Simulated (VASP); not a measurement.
A run of VASP 6.6.1:

The input POSCAR:

```
Ga11CoAs12                              
1.0
    0.0000000000      8.4805500000      8.4805500000
    5.6537000000      0.0000000000      5.6537000000
    5.6537000000      5.6537000000      0.0000000000
  Co              Ga              As            
     1    11    12
Direct
     0.0016871780333593    0.0011129910591546    0.9968337236145099
     0.0053810733003260    0.0062578276611009    0.4914073379401347
     0.0047275799066059    0.4970179781076126    0.0005597413770860
     0.0052878024485674    0.4968826690278062    0.4927449700300304
     0.3303470738691796    0.0045165618184806    0.0031637022426301
     0.3309314063147242    0.0016607322812475    0.5003109671549657
     0.3301271230663282    0.5004866555071423    0.0032924480322014
     0.3327826772678877    0.5002845874429236    0.4999913907123852
     0.6698473738894943    0.0046154938528825    0.9973901052335759
     0.6675847792375743    0.0020004528246963    0.4949437335705830
     0.6675110519998392    0.4969181119530795    0.0010412852634214
     0.6683977304178175    0.5019134532305548    0.4968597024946714
     0.0821590398193848    0.1240075206659507    0.1187136384816885
     0.0824560777399778    0.1238282657811131    0.6313287712175309
     0.0817480484193380    0.6355364238639730    0.1197282772001597
     0.0827839853661542    0.6284093460662489    0.6229462633270039
     0.4198221837275029    0.1246735968639485    0.1240396391299403
     0.4169735252392396    0.1238622820350829    0.6263994176658333
     0.4167164248458091    0.6276431186420278    0.1238162710957093
     0.4174736561716568    0.6245804251328382    0.6256198622018898
     0.7573587717110621    0.1234179653582570    0.1210867862469285
     0.7532735177047998    0.1256214039689839    0.6205114514987314
     0.7526306329054067    0.6273569486600439    0.1204763376889223
     0.7529022865979533    0.6249151881948604    0.6234171765794817
```

File INCAR.step1:

```
PREC = Accurate
ENCUT = 350
EDIFF = 1E-5
ISMEAR = 0
SIGMA = 0.03
LREAL = Auto
LASPH = True
NELM = 70
ALGO = Normal
ISIF = 2
LWAVE = True
LCHARG = False
ISPIN = 2
MAGMOM = 3 0 0 0 0 0 0 0 0 0 0 0 0 0 0 0 0 0 0 0 0 0 0 0
LORBIT = 11
NUPDOWN = 3
LMAXMIX = 4
NBANDS = 128
NELECT = 213.0
ISYM = -1
TIME = 0.4
NKRED = 2
GGA = PE
KPAR = 2
```

File INCAR.step2:

```
PREC = Accurate
ENCUT = 350
EDIFF = 1E-4
ISMEAR = 0
SIGMA = 0.03
LREAL = Auto
LASPH = True
NELM = 70
ALGO = Damped
ISIF = 2
LWAVE = False
LCHARG = False
ISPIN = 2
MAGMOM = 3 0 0 0 0 0 0 0 0 0 0 0 0 0 0 0 0 0 0 0 0 0 0 0
LORBIT = 11
NUPDOWN = 3
LMAXMIX = 4
GGA = PE
LHFCALC = True
HFSCREEN = 0.2
PRECFOCK = Fast
NBANDS = 128
NELECT = 213.0
ISYM = -1
TIME = 0.4
NKRED = 2
ISTART = 1
KPAR = 2
```

Contents of KPOINTS:

```
regular mesh
0
Gamma
  2 2 2
```

Potentials or basis: VASP PAW PBE potentials, release 64 (Co, Ga_d, As).

Launch:

```sh
$ cat potpaw_PBE.64/Co/POTCAR potpaw_PBE.64/Ga_d/POTCAR potpaw_PBE.64/As/POTCAR > POTCAR
$ cp INCAR.step1 INCAR
$ mpirun -np 4 vasp_std > vasp.out
$ cp INCAR.step2 INCAR
$ mpirun -np 4 vasp_std > vasp.out
```

Hardware: 4 MPI ranks on Intel(R) Xeon(R) 6975P-C (Granite Rapids) (shared host).

Task: Estimate the wall time of this run.

Result: Wall time 28 min on 4 MPI ranks on Intel(R) Xeon(R) 6975P-C (Granite Rapids), on a shared host, peak memory 1.1 GiB a rank. Counts: scf iterations 16, k points 8.
